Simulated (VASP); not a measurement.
Wanted: the native input for a VASP 6.6.1 run.

```
Task                   : relaxation of the atoms
Functional             : RPBE
Potentials or basis    : VASP PAW PBE potentials, release 64 (Os, I)
Cutoff                 : 520 eV
k mesh                 : 7 × 7 × 7
Occupations            : gaussian, width 0.05 eV
Spin                   : no spin polarisation
Further INCAR settings : ALGO = Fast; EDIFF = 1e-07; IBRION = 2; EDIFFG = -0.005; NSW = 60
```

The structure of OsI lies in POSCAR:

```
OsI
1.0
    3.8404660000      0.0000000000      0.0000000000
    0.0000000000      3.8404660000      0.0000000000
    0.0000000000      0.0000000000      3.8404660000
Os I
1 1
Direct
    0.5000000000      0.5000000000      0.5000000000
    0.0000000000      0.0000000000      0.0000000000
```

The cell was built by a generator and needn't be a form met in nature.

One way to write it, as run:

INCAR

```
SYSTEM = OsI
PREC = Accurate
ENCUT = 520
EDIFF = 1E-7
ISMEAR = 0
SIGMA = 0.05
LREAL = .False.
LASPH = .True.
NELM = 100
ALGO = Fast
ISIF = 2
LWAVE = .False.
LCHARG = .False.
GGA = RP
IBRION = 2
NSW = 60
EDIFFG = -0.005
```

KPOINTS

```
Automatic mesh
0
Gamma
  7 7 7
  0 0 0
```

Potentials or basis: VASP PAW PBE potentials, release 64 (Os, I).

Run with:

```bash
$ cat potpaw_PBE.64/Os/POTCAR potpaw_PBE.64/I/POTCAR > POTCAR
$ mpirun -np 1 vasp_std > vasp.out
```

It gave:

| Quantity | Value |
| --- | --- |
| Pressure after relaxing | -17.2 GPa |
| Band gap on the k mesh | none (metal or under the smearing width) |

Caveat: the relaxation stopped at its first step, so nothing moved; the PAW data sets were made with another functional, which shifts forces and pressure a little; an odd number of electrons without spin polarisation forces a metal; a magnetic or distorted state may lie lower.

It took 8.6 s on 1 thread of Intel(R) Xeon(R) 6975P-C (Granite Rapids), with other jobs on the host, peak memory 0.16 GiB.
